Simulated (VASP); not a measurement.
Shape and ions are relaxed at each volume.

```
CrO2
1.0
    4.41928     0.00000     0.00000
    0.00000     4.41928     0.00000
    0.00000     0.00000     2.91168
Cr O
2 4
Direct
  0.00000   0.00000   0.00000
  0.50000   0.50000   0.50000
  0.30310   0.30310   0.00000
  0.80310   0.19690   0.50000
  0.19690   0.80310   0.50000
  0.69690   0.69690   0.00000
```
Starting moments (μB, in the order of the record's atoms Cr Cr O O O O): 2.1 2.1 -0.1 -0.1 -0.1 -0.1.

The numbers are results of rev-vdW-DF2, VASP's PBE PAW potentials (set 64) (plane waves; VASP 6.6.1), not measurements. Settings: 520 eV cut-off, 7×7×10 Γ-centred mesh, first-order Methfessel-Paxton smearing of 0.10 eV, potentials Cr_pv O.

Q: Give the energy at these volumes per atom, relative to the lowest: 8.90, 9.18, 9.46, 9.75, 10.03 Å³.

A: 30.8, 7.6, 0.0, 5.5, 22.0 meV/atom. A third-order Birch-Murnaghan fit gives B0 = 244 GPa and B0′ = 5.0.

The compound is CrO2 in the rutile structure. It was relaxed first.
